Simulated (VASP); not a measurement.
Input:

```xyz
2
Lattice="0.0000 3.2592 3.2592 3.2592 0.0000 3.2592 3.2592 3.2592 0.0000" Properties=species:S:1:pos:R:3 pbc="T T T"
In     0.0000     0.0000     0.0000
Sb     1.6296     1.6296     1.6296
```

Computed with PBEsol GGA, VASP's PBE PAW potentials (set 64) (plane waves; VASP). Run with 500 eV cut-off, 10×10×10 Γ-centred mesh, first-order Methfessel-Paxton smearing of 0.10 eV, potentials In_d Sb.

Unless said otherwise, spin-orbit coupling is left out, though it shifts the bands of the heavy elements here.

Predict the energy per atom (σ→0), band gap (on the k-mesh) with the smallest direct gap where there is one.

```json
{
  "band gap (on the k-mesh)": "none (metal, semimetal or under 0.01 eV)",
  "energy per atom (σ→0)": "-3.850 eV/atom"
}
```

The absolute energy has meaning only against runs of the same code, potentials and settings.

The structure was generated: InSb was put into the zinc blende type (F-43m), which need not be its known phase. It was relaxed first.
